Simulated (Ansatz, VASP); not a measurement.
## Cross-check of GaMo between VASP and Ansatz

Aim: how closely do two programs agree when they are given the same cell, functional and k mesh? The cell is generated by rule, not measured, and may not be a known phase. The cell is taken from a series of runs on this material, whose earlier steps may have relaxed, scaled, displaced or heated it; both programs get it as it stands.

Method: plane waves, with VASP 6.6.1 beside it; zone-centre phonons at PBE, in Ansatz 0.2.0.

The structure was built from a prototype and need not be the compound's stable phase.

### 1. Starting point

It takes space group Pm-3m (No. 221, cubic). Conventional cell: a = 3.122 Å, b = 3.122 Å, c = 3.122 Å, α = 90.00°, β = 90.00°, γ = 90.00°. Nearest to Ga lie 8 Mo at 2.70 Å. Nearest to Mo lie 8 Ga at 2.70 Å. Farther neighbours are not listed.

As a file:

```cif
data_structure
_symmetry_space_group_name_H-M 'Pm-3m'
_symmetry_Int_Tables_number 221
_cell_length_a 3.1224
_cell_length_b 3.1224
_cell_length_c 3.1224
_cell_angle_alpha 90.000
_cell_angle_beta 90.000
_cell_angle_gamma 90.000
_cell_volume 30.44
loop_
_atom_site_label
_atom_site_type_symbol
_atom_site_symmetry_multiplicity
_atom_site_Wyckoff_symbol
_atom_site_fract_x
_atom_site_fract_y
_atom_site_fract_z
_atom_site_occupancy
Ga1 Ga 1 a 0.00000 0.00000 0.00000 1
Mo1 Mo 1 b 0.50000 0.50000 0.50000 1
```

### 2. VASP: zone-centre phonons, PBE

Second derivatives magnify differences that forces hide, and they need a tight electronic threshold.

Lines of VASP's logs that name or quote its potential files are left out, and so is its time.

File INCAR:

```
SYSTEM = GaMo
PREC = Accurate
ENCUT = 500
EDIFF = 1E-08
NELM = 120
ISMEAR = 0
SIGMA = 0.27211
LREAL = .FALSE.
ALGO = Normal
GGA = PE
NBANDS = 19
LASPH = .TRUE.
LORBIT = 11
LWAVE = .FALSE.
LCHARG = .FALSE.
ISIF = 2
IBRION = 8
GGA_COMPAT = .FALSE.
KPAR = 2
```

File POSCAR:

```
GaMo
1.0
    3.1224307846      0.0000000000      0.0000000000
    0.0000000000      3.1224307846      0.0000000000
    0.0000000000      0.0000000000      3.1224307846
Ga Mo
1 1
Direct
    0.0000000000      0.0000000000      0.0000000000
    0.5000000000      0.5000000000      0.5000000000
```

File KPOINTS:

```
Automatic mesh
0
Gamma
8 8 8
0 0 0
```

Potentials, in the order of the species: Ga_d and Mo_sv (PBE family, release 64).

On the command line:

```
mpirun -np 2 vasp_std
```

Numbers of over 12 decimals in the logs are rounded to 6 here.

Output:

```text
[banner, memory and clock lines left out]
running    2 mpi-ranks, on    1 nodes
 distrk:  each k-point on    1 cores,    2 groups
 distr:  one band on    1 cores,    1 groups

 POSCAR found type information on POSCAR GaMo
 POSCAR found :  2 types and       2 ions
 LDA part: xc-table for (Slater+PW92), standard interpolation
 POSCAR, INCAR and KPOINTS ok, starting setup
 FFT: planning ... GRIDC
 FFT: planning ... GRID_SOFT
 FFT: planning ... GRID
 WAVECAR not read
 entering main loop
       N       E                     dE             d eps       ncg     rms          rms(c)
DAV:   1     0.202006942968E+03    0.20201E+03   -0.15407E+04  1542   0.230E+03
DAV:   2    -0.342010714481E+01   -0.20543E+03   -0.20054E+03  1410   0.453E+02
DAV:   3    -0.140796534724E+02   -0.10660E+02   -0.10333E+02  1542   0.961E+01
DAV:   4    -0.142510909425E+02   -0.17144E+00   -0.17103E+00  1533   0.122E+01
DAV:   5    -0.142536820330E+02   -0.25911E-02   -0.25908E-02  1524   0.149E+00    0.128E+01
DAV:   6    -0.135691386235E+02    0.68454E+00   -0.24389E+00  1360   0.118E+01    0.242E+00
DAV:   7    -0.135290316428E+02    0.40107E-01   -0.83727E-02  1624   0.458E+00    0.150E+00
DAV:   8    -0.135162399826E+02    0.12792E-01   -0.18162E-02  1719   0.137E+00    0.182E-01
DAV:   9    -0.135155085498E+02    0.73143E-03   -0.19791E-03  1479   0.675E-01    0.607E-02
DAV:  10    -0.135155168580E+02   -0.83082E-05   -0.67928E-05  1880   0.904E-02    0.356E-02
DAV:  11    -0.135155226955E+02   -0.58375E-05   -0.69582E-06  1697   0.332E-02    0.384E-03
DAV:  12    -0.135155223890E+02    0.30647E-06   -0.35939E-07  1612   0.744E-03    0.961E-04
DAV:  13    -0.135155223511E+02    0.37910E-07   -0.13420E-08   973   0.152E-03    0.267E-04
DAV:  14    -0.135155223352E+02    0.15949E-07   -0.24237E-09   737   0.555E-04    0.423E-05
DAV:  15    -0.135155223328E+02    0.23647E-08   -0.10140E-09   719   0.455E-04
   1 F= -.13515522E+02 E0= -.13483374E+02  d E =-.642974E-01
 Linear response reoptimize wavefunctions to high precision
DAV:   1    -0.135155223321E+02    0.70941E-09   -0.45122E-10   719   0.343E-04
DAV:   2    -0.135155223320E+02    0.55934E-10   -0.10111E-10   728   0.939E-05
 Linear response DOF=           2
 Linear response progress:
  Degree of freedom:   1/  2
       N       E                     dE             d eps       ncg     rms          rms(c)
RMM:   1    -0.163659183290E+00   -0.16366E+00    0.15664E-01  3559   0.125E+01
RMM:   2    -0.162285058094E+00    0.13741E-02   -0.27594E-02  5069   0.110E+00    0.479E-02
RMM:   3    -0.162379107338E+00   -0.94049E-04   -0.15952E-03  5178   0.251E-01    0.290E-02
RMM:   4    -0.162455693334E+00   -0.76586E-04   -0.31116E-04  5338   0.103E-01    0.658E-03
RMM:   5    -0.162427418207E+00    0.28275E-04   -0.29377E-05  5550   0.339E-02    0.240E-03
RMM:   6    -0.162421315499E+00    0.61027E-05   -0.54460E-06  5769   0.123E-02    0.104E-03
RMM:   7    -0.162415189751E+00    0.61257E-05   -0.11606E-06  5632   0.499E-03    0.114E-04
RMM:   8    -0.162415897043E+00   -0.70729E-06   -0.29810E-07  5733   0.206E-03    0.890E-05
RMM:   9    -0.162415311319E+00    0.58572E-06   -0.70634E-08  5727   0.952E-04    0.491E-05
RMM:  10    -0.162414763779E+00    0.54754E-06   -0.29254E-08  5775   0.476E-04    0.216E-05
RMM:  11    -0.162414399406E+00    0.36437E-06   -0.10413E-08  5853   0.256E-04    0.635E-06
RMM:  12    -0.162414213334E+00    0.18607E-06   -0.46443E-09  5932   0.147E-04    0.248E-06
RMM:  13    -0.162414277281E+00   -0.63947E-07   -0.10483E-09  5534   0.882E-05    0.222E-06
RMM:  14    -0.162414231535E+00    0.45746E-07   -0.30845E-09  5545   0.610E-05    0.395E-07
RMM:  15    -0.162414229283E+00    0.22517E-08   -0.19106E-09  4857   0.447E-05    0.433E-07
 first order change of Fermi-energy  -0.18852E-03
 force on displaced ion       1 direction 1 :  -7.673  -0.000   0.000
 Linear response progress:
  Degree of freedom:   2/  2
       N       E                     dE             d eps       ncg     rms          rms(c)
RMM:   1    -0.779697948994E+00   -0.77970E+00    0.42105E+00  3557   0.181E+01
RMM:   2    -0.579992029921E+00    0.19971E+00   -0.29334E-01  5355   0.328E+00    0.117E-01
RMM:   3    -0.579861761284E+00    0.13027E-03   -0.12178E-02  5717   0.635E-01    0.515E-02
RMM:   4    -0.579251526003E+00    0.61024E-03   -0.70678E-04  6146   0.159E-01    0.230E-02
RMM:   5    -0.578958343864E+00    0.29318E-03   -0.12357E-04  6289   0.610E-02    0.556E-03
RMM:   6    -0.578977823502E+00   -0.19480E-04   -0.25264E-05  6154   0.216E-02    0.131E-03
RMM:   7    -0.578978699953E+00   -0.87645E-06   -0.71916E-06  6558   0.814E-03    0.868E-04
RMM:   8    -0.579004047788E+00   -0.25348E-04   -0.22722E-06  6034   0.397E-03    0.259E-04
RMM:   9    -0.578998428474E+00    0.56193E-05   -0.83267E-07  6396   0.191E-03    0.792E-05
RMM:  10    -0.578997664063E+00    0.76441E-06   -0.42734E-07  6582   0.101E-03    0.537E-05
RMM:  11    -0.578999400056E+00   -0.17360E-05   -0.45983E-07  6101   0.610E-04    0.155E-05
RMM:  12    -0.578999913279E+00   -0.51322E-06   -0.16112E-07  6490   0.354E-04    0.997E-06
RMM:  13    -0.579000230427E+00   -0.31715E-06   -0.14745E-07  6385   0.227E-04    0.623E-06
RMM:  14    -0.579000627906E+00   -0.39748E-06   -0.59240E-08  6382   0.162E-04    0.484E-06
RMM:  15    -0.579000408384E+00    0.21952E-06   -0.79967E-08  5794   0.113E-04    0.445E-06
RMM:  16    -0.579000559894E+00   -0.15151E-06   -0.81937E-08  5994   0.823E-05    0.149E-06
RMM:  17    -0.579000596968E+00   -0.37074E-07   -0.44999E-08  5688   0.628E-05    0.119E-06
RMM:  18    -0.579000586855E+00    0.10113E-07   -0.29635E-08  4494   0.512E-05    0.202E-06
RMM:  19    -0.579000569757E+00    0.17098E-07   -0.27122E-08  4351   0.453E-05    0.291E-06
RMM:  20    -0.579000618680E+00   -0.48923E-07   -0.28045E-08  4922   0.429E-05    0.174E-06
RMM:  21    -0.579000639107E+00   -0.20427E-07   -0.21833E-08  5185   0.399E-05    0.127E-06
RMM:  22    -0.579000634546E+00    0.45617E-08   -0.15500E-08  3289   0.371E-05    0.146E-06
 first order change of Fermi-energy   0.10199E-02
 force on displaced ion       2 direction 1 :  -7.672   0.000  -0.000
 Linear response finished
```

Parts of OUTCAR (step 2):

```text
ion  position               nearest neighbor table
   1  0.000  0.000  0.000-   2 2.70   2 2.70   2 2.70   2 2.70   2 2.70   2 2.70   2 2.70   2 2.70

  LATTYP: Found a simple cubic cell.
 ALAT       =     3.1224307846

 Subroutine GETGRP returns: Found 48 space group operations
 (whereof 48 operations were pure point group operations)

The static configuration has the point symmetry O_h .

 Found     35 irreducible k-points:

   k-points           NKPTS =     35   k-points in BZ     NKDIM =     35   number of bands    NBANDS=     19

   dimension x,y,z NGX =    24 NGY =   24 NGZ =   24
   dimension x,y,z NGXF=    48 NGYF=   48 NGZF=   48

   ENCUT  =  500.0 eV  36.75 Ry    6.06 a.u.   5.69  5.69  5.69*2*pi/ulx,y,z

   NELECT =      27.0000    total number of electrons

 k-points in reciprocal lattice and weights: Automatic mesh
   0.00000000  0.00000000  0.00000000       0.002
   0.12500000  0.00000000  0.00000000       0.012
   0.25000000  0.00000000  0.00000000       0.012
   0.37500000  0.00000000  0.00000000       0.012
   0.50000000  0.00000000  0.00000000       0.006
   0.12500000  0.12500000  0.00000000       0.023
   0.25000000  0.12500000  0.00000000       0.047
   0.37500000  0.12500000  0.00000000       0.047
   0.50000000  0.12500000  0.00000000       0.023
[...]
0.50000000  0.50000000  0.37500000       0.012
   0.50000000  0.50000000  0.50000000       0.002

 average (electrostatic) potential at core
       1 -60.1191       2 -71.4426

  Total        0.0527383      0.0527383      0.0527383     -0.0000000     -0.0000000     -0.0000000
  in kB        2.7756102      2.7756102      2.7756102     -0.0000000     -0.0000000     -0.0000000
  external PRESSURE =       2.7756102 kB  Pullay stress =       0.0000000 kB

  energy-cutoff  :      500.00
  volume of cell :       30.44
      direct lattice vectors                 reciprocal lattice vectors
     3.122430785  0.000000000  0.000000000     0.320263304  0.000000000  0.000000000
     0.000000000  3.122430785  0.000000000     0.000000000  0.320263304  0.000000000
     0.000000000  0.000000000  3.122430785     0.000000000  0.000000000  0.320263304

 POSITION                                       TOTAL-FORCE (eV/Angst)
 -----------------------------------------------------------------------------------
      0.00000      0.00000      0.00000         0.000000      0.000000      0.000000
      1.56122      1.56122      1.56122         0.000000      0.000000      0.000000
 -----------------------------------------------------------------------------------
    total drift:                                0.000000      0.000000     -0.000000

 Eigenvectors and eigenvalues of the dynamical matrix
 ----------------------------------------------------

   1 f  =    6.814621 THz    42.817523 2PiTHz  227.311273 cm-1    28.182993 meV
             X         Y         Z           dx          dy          dz
      0.000000  0.000000  0.000000    -0.735542    0.195278   -0.000000
      1.561215  1.561215  1.561215     0.627004   -0.166462   -0.000000

   2 f  =    6.814621 THz    42.817523 2PiTHz  227.311273 cm-1    28.182993 meV
             X         Y         Z           dx          dy          dz
      0.000000  0.000000  0.000000    -0.195278   -0.735542   -0.000000
      1.561215  1.561215  1.561215     0.166462    0.627004    0.000000

   3 f  =    6.814621 THz    42.817523 2PiTHz  227.311273 cm-1    28.182993 meV
             X         Y         Z           dx          dy          dz
      0.000000  0.000000  0.000000    -0.000000    0.000000    0.761023
      1.561215  1.561215  1.561215    -0.000000    0.000000   -0.648725

   4 f/i=    0.000195 THz     0.001223 2PiTHz    0.006491 cm-1     0.000805 meV
             X         Y         Z           dx          dy          dz
      0.000000  0.000000  0.000000    -0.031046    0.367872    0.533433
      1.561215  1.561215  1.561215    -0.036421    0.431553    0.625773

   5 f/i=    0.000195 THz     0.001223 2PiTHz    0.006491 cm-1     0.000805 meV
             X         Y         Z           dx          dy          dz
      0.000000  0.000000  0.000000     0.617508   -0.145050    0.135971
      1.561215  1.561215  1.561215     0.724402   -0.170159    0.159508

   6 f/i=    0.000195 THz     0.001223 2PiTHz    0.006491 cm-1     0.000805 meV
             X         Y         Z           dx          dy          dz
      0.000000  0.000000  0.000000    -0.196377   -0.514271    0.343228
      1.561215  1.561215  1.561215    -0.230371   -0.603294    0.402643

 ELASTIC MODULI CONTR FROM IONIC RELAXATION (kBar)
 Direction    XX          YY          ZZ          XY          YZ          ZX
 --------------------------------------------------------------------------------
 XX           0.0000      0.0000      0.0000      0.0000      0.0000      0.0000
 YY           0.0000      0.0000      0.0000      0.0000      0.0000      0.0000
 ZZ           0.0000      0.0000      0.0000      0.0000      0.0000      0.0000
 XY           0.0000      0.0000      0.0000      0.0000      0.0000      0.0000
 YZ           0.0000      0.0000      0.0000      0.0000      0.0000      0.0000
 ZX           0.0000      0.0000      0.0000      0.0000      0.0000      0.0000
 --------------------------------------------------------------------------------
```

The k-mesh is coarse for a metal.

(Continued in part 2 of 2.)

[Lines on the potential files, build, host, timing and source positions are cut from VASP's logs without a mark.]

[Logs are printed without paths, hosts, clocks, repeated set-up lines and the standing remarks that a program may print on its own settings, such as how far it seeks lower states.]

[Hosts, paths, dates, database ids (printed as entryN), source tags and the programs' standing remarks are cut or masked in the printed files.]
